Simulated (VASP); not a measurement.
VASP input:

### KPOINTS
```
Automatic mesh
0
Gamma
10 10 10
0 0 0
```

INCAR:
```
SYSTEM = Sn
PREC = Accurate
ENCUT = 400
EDIFF = 1E-6
NELM = 4
ALGO = Normal
LREAL = .FALSE.
LASPH = .TRUE.
ISMEAR = 1
SIGMA = 0.1
GGA = PE
LMAXMIX = 4
LWAVE = .FALSE.
LCHARG = .FALSE.
ISIF = 2
```

**POSCAR**
```
Sn
1
   -2.9150000000     2.9150000000     1.5900000000
    2.9150000000    -2.9150000000     1.5900000000
    2.9150000000     2.9150000000    -1.5900000000
Sn
2
Direct
  0.2500000000   0.7500000000   0.5000000000
  0.0000000000   0.0000000000   0.0000000000
```

POTCAR, in this order: Sn_d (PBE.64 set). Program: vasp_std.

Output of the run:

standard output:
```
 POSCAR found type information on POSCAR Sn
 POSCAR found :  1 types and       2 ions
 Reading from existing POTCAR
 Reading from existing POTCAR
 LDA part: xc-table for (Slater+PW92), standard interpolation
 POSCAR, INCAR and KPOINTS ok, starting setup
 WAVECAR not read
 entering main loop
       N       E                     dE             d eps       ncg     rms          rms(c)
DAV:   1     0.186452099294E+03    0.18645E+03   -0.13159E+04  3680   0.209E+03
DAV:   2     0.878798079699E+01   -0.17766E+03   -0.17578E+03  3688   0.407E+02
DAV:   3    -0.712860617158E+01   -0.15917E+02   -0.15743E+02  4150   0.131E+02
DAV:   4    -0.758992452176E+01   -0.46132E+00   -0.46039E+00  4166   0.245E+01

 -----------------------------------------------------------------------------
|                                                                             |
|           W    W    AA    RRRRR   N    N  II  N    N   GGGG   !!!           |
|           W    W   A  A   R    R  NN   N  II  NN   N  G    G  !!!           |
|           W    W  A    A  R    R  N N  N  II  N N  N  G       !!!           |
|           W WW W  AAAAAA  RRRRR   N  N N  II  N  N N  G  GGG   !            |
|           WW  WW  A    A  R   R   N   NN  II  N   NN  G    G                |
|           W    W  A    A  R    R  N    N  II  N    N   GGGG   !!!           |
|                                                                             |
|     The electronic self-consistency was not achieved in the given           |
|     number of steps (NELM). The forces and other quantities evaluated       |
|     might not be reliable so examine the results carefully. If you find     |
|     spurious results, we suggest increasing NELM, if you were close to      |
|     convergence or switching to a different ALGO or adjusting the           |
|     density mixing parameters otherwise.                                    |
|                                                                             |
 -----------------------------------------------------------------------------

   1 F= -.75899245E+01 E0= -.75897042E+01  d E =-.661012E-03
```

**OUTCAR**
```
------------------------ aborting loop EDIFF was not reached (unconverged)  ----------------------------
  FORCE on cell =-STRESS in cart. coord.  units (eV):
  Direction    XX          YY          ZZ          XY          YZ          ZX
  --------------------------------------------------------------------------------------
  Total       -0.6252870     -0.6252870      0.1175217      0.0000000      0.0000000      0.0000000
  in kB      -18.5376959    -18.5376959      3.4841307      0.0000000      0.0000000      0.0000000
  external PRESSURE =     -11.1970870 kB  Pullay stress =       0.0000000 kB
  volume of cell :       54.04
      direct lattice vectors                 reciprocal lattice vectors
    -2.915000000  2.915000000  1.590000000     0.000000000  0.171526587  0.314465409
     2.915000000 -2.915000000  1.590000000     0.171526587  0.000000000  0.314465409
     2.915000000  2.915000000 -1.590000000     0.171526587  0.171526587  0.000000000
 POSITION                                       TOTAL-FORCE (eV/Angst)
 -----------------------------------------------------------------------------------
      2.91500     -0.00000      0.79500        -0.000000      0.000000     -0.000000
      0.00000      0.00000      0.00000         0.000000     -0.000000      0.000000
 -----------------------------------------------------------------------------------
    total drift:                                0.000000     -0.000000      0.000000
  FREE ENERGIE OF THE ION-ELECTRON SYSTEM (eV)
  ---------------------------------------------------
  free  energy   TOTEN  =        -7.5899245218 eV

  energy  without entropy=       -7.5892635099  energy(sigma->0) =       -7.58970418
```
(Selected blocks of OUTCAR.)

Q: From input and log, find the fault in this run and mend it.

A: The cause: NELM is too small, so the electronic loop ends before EDIFF is met. Convergence was not reached. Against the sound run, the energy per atom (σ→0) drops by 0.001 eV/atom; the pressure drops by 3.73 GPa. To mend it, set NELM = 100.

The mended run (PBE GGA, plane waves, VASP's PBE PAW potentials (set 64)) converges, and its OSZICAR ends with
```
   1 F= -.75873842E+01 E0= -.75872094E+01  d E =-.524618E-03
```

The compound is Sn in the beta structure. The cell was not relaxed at this level.
